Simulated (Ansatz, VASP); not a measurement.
# Sc3SnC: VASP beside Ansatz

One calculation is typed for both programs; each brings its own data sets. How far apart do they land? The cell is taken from a series of runs on this material, whose earlier steps may have relaxed, scaled, displaced or heated it; both programs get it as it stands.

Calculated with Ansatz 0.2.0; plane waves, with VASP 6.6.1 beside it; relaxation of cell and atoms at PBEsol.

## Step 1: Set-up

It takes space group Pm-3m (No. 221, cubic). Conventional cell: a = 4.481 Å, b = 4.481 Å, c = 4.481 Å, α = 90.00°, β = 90.00°, γ = 90.00°. Sc has 2 C at 2.24 Å and 8 Sc at 3.17 Å and 4 Sn at 3.17 Å nearest. Nearest to Sn lie 12 Sc at 3.17 Å. Nearest to C lie 6 Sc at 2.24 Å. Farther neighbours are not listed.

As a file:

```xyz
5
Lattice="4.4814 0.0000 0.0000 0.0000 4.4814 0.0000 0.0000 0.0000 4.4814" Properties=species:S:1:pos:R:3 pbc="T T T"
Sc    0.0000    2.2407    2.2407
Sc    2.2407    2.2407    0.0000
Sc    2.2407    0.0000    2.2407
Sn    0.0000    0.0000    0.0000
C     2.2407    2.2407    2.2407
```

## Step 2: VASP: relaxation of cell and atoms, PBEsol

The relaxed volume is the usual yardstick between codes: in a stiff, nearly cubic crystal its relative difference is about their pressure difference at one cell divided by the bulk modulus.

Lines of VASP's logs that name or quote its potential files are left out, and so is its time.

Input file INCAR:

```
SYSTEM = Sc3SnC
PREC = Accurate
ENCUT = 600
EDIFF = 1E-07
NELM = 120
ISMEAR = 1
SIGMA = 0.2
LREAL = .FALSE.
ALGO = Normal
GGA = PS
NBANDS = 31
LASPH = .TRUE.
LORBIT = 11
LWAVE = .FALSE.
LCHARG = .FALSE.
ISIF = 3
IBRION = 2
NSW = 80
EDIFFG = -0.005
GGA_COMPAT = .FALSE.
NELMIN = 4
KPAR = 2
```

Input file POSCAR:

```
Sc3SnC
1.0
    4.4813860000      0.0000000000      0.0000000000
    0.0000000000      4.4813860000      0.0000000000
    0.0000000000      0.0000000000      4.4813860000
Sc Sn C
3 1 1
Direct
    0.0000000000      0.5000000000      0.5000000000
    0.5000000000      0.5000000000      0.0000000000
    0.5000000000      0.0000000000      0.5000000000
    0.0000000000      0.0000000000      0.0000000000
    0.5000000000      0.5000000000      0.5000000000
```

Input file KPOINTS:

```
Automatic mesh
0
Gamma
8 8 8
0 0 0
```

The projector-augmented-wave data sets are Sc_sv, Sn_d and C (PBE family, release 64).

On the command line:

```
> mpirun -np 2 vasp_std
```

Numbers of over 12 decimals in the logs are rounded to 6 here.

Log:

```text
[banner, memory and clock lines left out]
running    2 mpi-ranks, on    1 nodes
 distrk:  each k-point on    1 cores,    2 groups
 distr:  one band on    1 cores,    1 groups

 POSCAR found type information on POSCAR ScSnC
 POSCAR found :  3 types and       5 ions
|                                                                             |
|               ----> ADVICE to this user running VASP <----                  |
|                                                                             |
|     You enforced a specific xc type in the INCAR file but a different       |
|     [... a line on the potential file left out ...]
|     I HOPE YOU KNOW WHAT YOU ARE DOING!                                     |
|                                                                             |

 LDA part: xc-table for (Slater+PW92), standard interpolation
 POSCAR, INCAR and KPOINTS ok, starting setup
 FFT: planning ... GRIDC
 FFT: planning ... GRID_SOFT
 FFT: planning ... GRID
 WAVECAR not read
 entering main loop
       N       E                     dE             d eps       ncg     rms          rms(c)
DAV:   1     0.967258263059E+03    0.96726E+03   -0.24985E+04  2170   0.225E+03
DAV:   2     0.771262102717E+02   -0.89013E+03   -0.87940E+03  2906   0.810E+02
DAV:   3    -0.379837384868E+02   -0.11511E+03   -0.11236E+03  3412   0.332E+02
DAV:   4    -0.462389092086E+02   -0.82552E+01   -0.81725E+01  3332   0.799E+01
DAV:   5    -0.465331256845E+02   -0.29422E+00   -0.29152E+00  3623   0.170E+01    0.191E+01
DAV:   6    -0.383499902391E+02    0.81831E+01   -0.50030E+01  3173   0.398E+01    0.633E+00
DAV:   7    -0.380831384049E+02    0.26685E+00   -0.18305E+00  3313   0.997E+00    0.369E+00
DAV:   8    -0.379948240916E+02    0.88314E-01   -0.60989E-01  3119   0.510E+00    0.779E-01
DAV:   9    -0.379783750024E+02    0.16449E-01   -0.12080E-01  3253   0.172E+00    0.340E-01
DAV:  10    -0.379777642825E+02    0.61072E-03   -0.13291E-02  3382   0.777E-01    0.115E-01
DAV:  11    -0.379777582453E+02    0.60371E-05   -0.65428E-04  3384   0.234E-01    0.499E-02
DAV:  12    -0.379777427236E+02    0.15522E-04   -0.18579E-04  3596   0.748E-02    0.111E-02
DAV:  13    -0.379777415904E+02    0.11331E-05   -0.17327E-05  3118   0.301E-02    0.507E-03
DAV:  14    -0.379777413708E+02    0.21962E-06   -0.85328E-06  3404   0.196E-02    0.321E-03
DAV:  15    -0.379777410884E+02    0.28245E-06   -0.71283E-07  2495   0.651E-03    0.161E-03
DAV:  16    -0.379777410006E+02    0.87791E-07   -0.46108E-07  2412   0.437E-03
   1 F= -.37977741E+02 E0= -.37976325E+02  d E =-.379777E+02
 curvature:   0.00 expect dE= 0.000E+00 dE for cont linesearch  0.000E+00
 trial: gam= 0.00000 g(F)=  0.000E+00 g(S)=  0.553E-03 ort = 0.000E+00 (trialstep = 0.100E+01)
 search vector abs. value=  0.553E-03
 bond charge predicted
       N       E                     dE             d eps       ncg     rms          rms(c)
DAV:   1    -0.379845529919E+02   -0.68119E-02   -0.20249E-01  2303   0.553E+00    0.595E-01
DAV:   2    -0.379788989530E+02    0.56540E-02   -0.15802E-02  2795   0.164E+00    0.200E-01
DAV:   3    -0.379778937115E+02    0.10052E-02   -0.34328E-03  2916   0.632E-01    0.747E-02
DAV:   4    -0.379778257055E+02    0.68006E-04   -0.39433E-04  3296   0.162E-01    0.283E-02
DAV:   5    -0.379778082998E+02    0.17406E-04   -0.11090E-04  3248   0.922E-02    0.223E-02
DAV:   6    -0.379778001546E+02    0.81452E-05   -0.26333E-05  3383   0.419E-02    0.379E-03
DAV:   7    -0.379777995620E+02    0.59259E-06   -0.15613E-06  3205   0.118E-02    0.239E-03
DAV:   8    -0.379777993145E+02    0.24751E-06   -0.36470E-07  2195   0.478E-03    0.120E-03
DAV:   9    -0.379777992887E+02    0.25803E-07   -0.95735E-08  1748   0.333E-03
   2 F= -.37977799E+02 E0= -.37976388E+02  d E =-.582881E-04
 trial-energy change:   -0.000058  1 .order   -0.000062   -0.000553    0.000430
 step:   0.5578(harm=  0.5627)  dis= 0.00000  next Energy=   -37.977895 (dE=-0.154E-03)
 bond charge predicted
       N       E                     dE             d eps       ncg     rms          rms(c)
DAV:   1    -0.379792058380E+02   -0.14065E-02   -0.39393E-02  2268   0.243E+00    0.263E-01
DAV:   2    -0.379781000752E+02    0.11058E-02   -0.30363E-03  2715   0.721E-01    0.891E-02
DAV:   3    -0.379779051525E+02    0.19492E-03   -0.71796E-04  2895   0.289E-01    0.344E-02
DAV:   4    -0.379778968799E+02    0.82726E-05   -0.93544E-05  3535   0.777E-02    0.135E-02
DAV:   5    -0.379778939488E+02    0.29311E-05   -0.25452E-05  3287   0.421E-02    0.100E-02
DAV:   6    -0.379778943740E+02   -0.42522E-06   -0.45485E-06  3355   0.178E-02    0.175E-03
DAV:   7    -0.379778945822E+02   -0.20814E-06   -0.27804E-07  2119   0.502E-03    0.101E-03
DAV:   8    -0.379778946226E+02   -0.40465E-07   -0.62621E-08  1554   0.359E-03
   3 F= -.37977895E+02 E0= -.37976481E+02  d E =-.153622E-03
 curvature:  -0.28 expect dE=-0.490E-08 dE for cont linesearch -0.490E-08
 trial: gam= 0.00000 g(F)=  0.826E-65 g(S)=  0.174E-07 ort =-0.310E-05 (trialstep = 0.912E+00)
 search vector abs. value=  0.175E-07
 reached required accuracy - stopping structural energy minimisation
```

OUTCAR, selected parts (step 2):

```text
ion  position               nearest neighbor table
   1  0.000  0.500  0.500-   5 2.24   5 2.24   4 3.17   2 3.17   2 3.17   4 3.17   3 3.17   4 3.17
                             4 3.17   2 3.17   3 3.17   3 3.17   2 3.17   3 3.17
   2  0.500  0.500  0.000-   5 2.24   5 2.24   4 3.17   1 3.17   1 3.17   3 3.17   3 3.17   3 3.17
                             4 3.17   3 3.17   1 3.17   4 3.17   1 3.17   4 3.17
   3  0.500  0.000  0.500-   5 2.24   5 2.24   4 3.17   1 3.17   2 3.17   4 3.17   1 3.17   2 3.17
                             2 3.17   2 3.17   1 3.17   4 3.17   4 3.17   1 3.17
   4  0.000  0.000  0.000-   1 3.17   2 3.17   3 3.17   1 3.17   3 3.17   1 3.17   2 3.17   1 3.17
                             2 3.17   3 3.17   3 3.17   2 3.17
   5  0.500  0.500  0.500-   1 2.24   2 2.24   3 2.24   2 2.24   3 2.24   1 2.24

  LATTYP: Found a simple cubic cell.
 ALAT       =     4.4813860000

 Subroutine GETGRP returns: Found 48 space group operations
 (whereof 48 operations were pure point group operations)

The static configuration has the point symmetry O_h .

 Found     35 irreducible k-points:

   k-points           NKPTS =     35   k-points in BZ     NKDIM =     35   number of bands    NBANDS=     31

   dimension x,y,z NGX =    36 NGY =   36 NGZ =   36
   dimension x,y,z NGXF=    72 NGYF=   72 NGZF=   72

   ENCUT  =  600.0 eV  44.10 Ry    6.64 a.u.   8.95  8.95  8.95*2*pi/ulx,y,z

   NELECT =      51.0000    total number of electrons

 k-points in reciprocal lattice and weights: Automatic mesh
   0.00000000  0.00000000  0.00000000       0.002
   0.12500000  0.00000000  0.00000000       0.012
   0.25000000  0.00000000  0.00000000       0.012
   0.37500000  0.00000000  0.00000000       0.012
   0.50000000  0.00000000  0.00000000       0.006
   0.12500000  0.12500000  0.00000000       0.023
   0.25000000  0.12500000  0.00000000       0.047
   0.37500000  0.12500000  0.00000000       0.047
   0.50000000  0.12500000  0.00000000       0.023
[...]
0.50000000  0.50000000  0.37500000       0.012
   0.50000000  0.50000000  0.50000000       0.002

 average (electrostatic) potential at core
       1 -44.1449       2 -44.1449       3 -44.1449       4 -99.9468       5 -47.4799

 E-fermi :   6.4610

 k-point     1 :       0.0000    0.0000    0.0000
  band No.  band energies     occupation
    ...
     23       5.3151      2.00000
     24       5.3151      2.00000
     25       5.8974      2.00050
     26       5.8974      2.00050
     27       5.8974      2.00050
     28       7.4737     -0.00000
     29       7.4737     -0.00000
     30       7.4737     -0.00000
     31       8.6726     -0.00000

 k-point     2 :       0.1250    0.0000    0.0000
  band No.  band energies     occupation
    ...
     23       5.4370      2.00000
     24       5.4513      2.00000
     25       5.6580      2.00000
     26       5.6580      2.00000
     27       5.9458      2.00164
     28       7.0174     -0.00060
     29       7.7269     -0.00000
     30       7.7269     -0.00000
     31       8.5786     -0.00000

 k-point     3 :       0.2500    0.0000    0.0000
  band No.  band energies     occupation
    ...
     23       4.8233      2.00000
     24       5.2440      2.00000
     25       5.2440      2.00000
     26       5.7765      2.00001
     27       6.0764      2.02033
     28       7.0048     -0.00083
     29       8.1420     -0.00000
     30       8.1420     -0.00000
     31       8.3409     -0.00000

  Total       -0.0007759     -0.0007759     -0.0007759      0.0000000      0.0000000     -0.0000000
  in kB       -0.0137821     -0.0137821     -0.0137821      0.0000000      0.0000000     -0.0000000
  external PRESSURE =      -0.0137821 kB  Pullay stress =       0.0000000 kB

  energy-cutoff  :      600.00
  volume of cell :       90.20
      direct lattice vectors                 reciprocal lattice vectors
     4.484718279  0.000000000 -0.000000000     0.222979447  0.000000000  0.000000000
    -0.000000000  4.484718279 -0.000000000     0.000000000  0.222979447  0.000000000
    -0.000000000 -0.000000000  4.484718279     0.000000000  0.000000000  0.222979447

 POSITION                                       TOTAL-FORCE (eV/Angst)
 -----------------------------------------------------------------------------------
     -0.00000      2.24236      2.24236        -0.000000     -0.000000      0.000000
      2.24236      2.24236     -0.00000         0.000000      0.000000      0.000000
      2.24236     -0.00000      2.24236         0.000000     -0.000000      0.000000
      0.00000      0.00000      0.00000         0.000000      0.000000      0.000000
      2.24236      2.24236      2.24236         0.000000      0.000000      0.000000
 -----------------------------------------------------------------------------------
    total drift:                                0.000000      0.000000      0.000000

  FREE ENERGIE OF THE ION-ELECTRON SYSTEM (eV)
  ---------------------------------------------------
  free  energy   TOTEN  =       -37.9778946226 eV

  energy  without entropy=      -37.9736546969  energy(sigma->0) =      -37.97648131

 reached required accuracy - stopping structural energy minimisation

 total charge
# of ion       s       p       d       tot
------------------------------------------
    1        2.213   6.189   1.150   9.552
    2        2.213   6.189   1.150   9.552
    3        2.213   6.189   1.150   9.552
    4        1.106   1.372   9.952  12.430
    5        0.883   1.483   0.000   2.366
--------------------------------------------------
tot          8.629  21.421  13.401  43.451

[... 3 further parts left out ...]
```

CONTCAR:

```
Sc3SnC
   1.00000000000000
     4.4847182790676170    0.0000000000000000   -0.0000000000000000
    -0.0000000000000000    4.4847182790676170   -0.0000000000000000
    -0.0000000000000000   -0.0000000000000000    4.4847182790676170
  Sc              Sn              C
     3     1     1
Direct
     0.0000000000000000    0.5000000000000000    0.5000000000000000
     0.5000000000000000    0.5000000000000000    0.0000000000000000
     0.5000000000000000    0.0000000000000000    0.5000000000000000
     0.0000000000000000    0.0000000000000000    0.0000000000000000
     0.5000000000000000    0.5000000000000000    0.5000000000000000
```

This run has no spin polarisation. Its electron count is odd, so without a moment it is a metal by construction. The run keeps the 48 symmetry operations of its start, so it cannot find a distortion of lower symmetry.

(Continued in part 2 of 2.)

[Lines on the potential files, build, host, timing and source positions are cut from VASP's logs without a mark.]

[Logs are printed without paths, hosts, clocks, repeated set-up lines and the standing remarks that a program may print on its own settings, such as how far it seeks lower states.]

[Hosts, paths, dates, database ids (printed as entryN), source tags and the programs' standing remarks are cut or masked in the printed files.]
